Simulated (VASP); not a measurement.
A VASP calculation is set up with these files.

### KPOINTS
```
Regular mesh
0
Gamma
  6 6 3
```

### INCAR
```
NELM = 100
EDIFFG = -0.02   # ionic stop
LCHARG = .False.
LWAVE = .False.
PREC = Accurate
EDIFF = 1E-6   # SCF stop (eV)
NSW = 60   # most ionic steps
LASPH = .True.   # aspherical one-centre terms
ENCUT = 400   # plane-wave cut-off (eV)
LREAL = .False.
ISMEAR = 0   # Gaussian
GGA = PE
SIGMA = 0.05   # width (eV)
ISIF = 3
LMAXMIX = 4   # l cut-off of mixed one-centre charges
SYSTEM = ZnS
IBRION = 2   # conjugate gradients
ALGO = Normal
```

### POSCAR
```
ZnS
1
    1.9224926601    -3.3298549212     0.0000000000
    1.9224926601     3.3298549212     0.0000000000
   -0.0000000000     0.0000000000     6.2991473199
Zn S
2 2
Direct
  0.6666670000   0.3333330000   0.5001177716
  0.3333330000   0.6666670000   0.0001177716
  0.6666670000   0.3333330000   0.8748822284
  0.3333330000   0.6666670000   0.3748822284
```

POTCAR, in this order: Zn S (PBE.64 set). Program: vasp_std.

Write an equivalent input for Quantum ESPRESSO's pw.x.

One equivalent input (not run):
```
&CONTROL
  calculation = 'vc-relax'
  pseudo_dir = './pseudo'
  outdir = './out'
  tprnfor = .true.
  tstress = .true.
  nstep = 60
  forc_conv_thr = 0.00078
/
&SYSTEM
  ibrav = 0
  nat = 4
  ntyp = 2
  ecutwfc = 84
  occupations = 'smearing'
  smearing = 'gaussian'
  degauss = 0.003675
  input_dft = 'pbe'
/
&ELECTRONS
  conv_thr = 7.3e-08
  electron_maxstep = 100
/
&IONS
/
&CELL
/
ATOMIC_SPECIES
  Zn 65.380 Zn.upf
  S 32.060 S.upf
CELL_PARAMETERS angstrom
     1.9224927   -3.3298549    0.0000000
     1.9224927    3.3298549    0.0000000
    -0.0000000    0.0000000    6.2991473
ATOMIC_POSITIONS crystal
  Zn   0.6666670  0.3333330  0.5001178
  Zn   0.3333330  0.6666670  0.0001178
  S    0.6666670  0.3333330  0.8748822
  S    0.3333330  0.6666670  0.3748822
K_POINTS automatic
  6 6 3 0 0 0
```
What does not carry over: the potentials are each code's own (VASP's PAW set, PseudoDojo norm-conserving files in pw.x), so ENCUT and ecutwfc are chosen apart and not converted; conv_thr bounds pw.x's estimated SCF error, while EDIFF bounds the energy change between steps; forc_conv_thr acts on force components and is met together with etot_conv_thr.

The compound is ZnS in the wurtzite structure, the high-temperature form. It was relaxed first. The start is the result of an earlier pass.
